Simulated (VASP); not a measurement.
```
PbO
1.0
    4.06031     0.00000     0.00000
    0.00000     4.06031     0.00000
    0.00000     0.00000    20.31306
Pb O
2 2
Direct
  0.50000   0.00000   0.43574
  0.00000   0.50000   0.56426
  0.50000   0.50000   0.50000
  0.00000   0.00000   0.50000
```

The numbers are results of PBE GGA, VASP's PBE PAW potentials (set 64) (plane waves; VASP), not measurements. Settings: PREC = Normal, EDIFF = 1E-5, 500 eV cut-off, 12×12×1 Γ-centred mesh, Gaussian smearing of 0.050 eV, potentials Pb_d O.

Task: The ions and cell shape at fixed volume are relaxed. Give the cell that the relaxation ends in.

Result: 
```
PbO
1.0
    4.04828     0.00000     0.00000
    0.00000     4.04828     0.00000
    0.00000     0.00000    20.43391
Pb O
2 2
Direct
  0.50000   0.00000   0.44132
  0.00000   0.50000   0.55868
  0.50000   0.50000   0.50000
  0.00000   0.00000   0.50000
```

Task: How much energy does the relaxation gain?

Result: The energy (σ→0) changes by -44.5 meV/atom, in 9 ionic steps.

```
step  E(σ→0) (eV)  max force (eV/Å)  pressure (GPa)  volume (Å³)
----  -----------  ----------------  --------------  -----------
1        -21.2892             1.555           -1.39       334.88
2        -21.4493             0.433           -0.58       334.88
3        -21.4596             0.043           -0.28       334.88
4        -21.4596             0.080           -0.30       334.88
5        -21.4627             0.035           -0.22       334.88
6        -21.4669             0.062           -0.02       334.88
7        -21.4669             0.068            0.00       334.88
8        -21.4669             0.076            0.02       334.88
9        -21.4671             0.016           -0.03       334.88
```

The cell is a sheet with vacuum, built from PbO (litharge).
